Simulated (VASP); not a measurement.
Data:

```
Mg3Sb2
1.0
    4.57252     0.00000     0.00000
   -2.28626     3.95992     0.00000
    0.00000     0.00000     7.24475
Mg Sb
3 2
Cartesian
  0.00000   0.00000   0.00000
  0.00000   2.63995   2.65607
  2.28626   1.31997   4.58868
  0.00000   2.63995   5.59201
  2.28626   1.31997   1.65274
```

Level of theory: LDA (Ceperley-Alder, Perdew-Zunger), VASP's LDA PAW potentials (set 64) (plane waves; VASP). Numerical set-up: 300 eV cut-off, 6×6×3 Γ-centred mesh, Gaussian smearing of 0.050 eV, potentials Mg Sb.

**Question.** Give the stress tensor in GPa (positive for a compressed cell).

**Answer.** 
```
-2.21   0.00   0.00
 0.00  -2.21   0.00
 0.00   0.00  -2.10
```
The pressure is its mean diagonal, -2.17 GPa.

The structure comes from a computed database's Mg3Sb2 entry; how it stands against other phases isn't given here. The cell was not relaxed at this level.
